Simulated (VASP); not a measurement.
Data:

```
CELL_PARAMETERS angstrom
      3.57491     0.00000     0.00000
      0.00000     3.57491     0.00000
      0.00000     0.00000     3.57491
ATOMIC_POSITIONS crystal
  Al 0.00000 0.00000 0.00000
  Ni 0.00000 0.50000 0.50000
  Ni 0.50000 0.00000 0.50000
  Ni 0.50000 0.50000 0.00000
```
Starting moments (μB, in the order of the record's atoms Al Ni Ni Ni): 0.0 0.3 0.3 0.3.

All values below come from SCAN meta-GGA, VASP's PBE PAW potentials (set 64) (plane waves; VASP). Settings: 520 eV cut-off, 9×9×9 Γ-centred mesh, first-order Methfessel-Paxton smearing of 0.10 eV, potentials Al Ni.

### Question
Give the stress tensor in GPa (positive for a compressed cell).

### Answer

```
-11.73    0.00    0.00
  0.00  -11.73    0.00
  0.00    0.00  -11.73
```
The pressure is its mean diagonal, -11.73 GPa.

The compound is Ni3Al in the L1_2 structure. This cell is one point of a volume scan, at 1.06 of the reference volume.
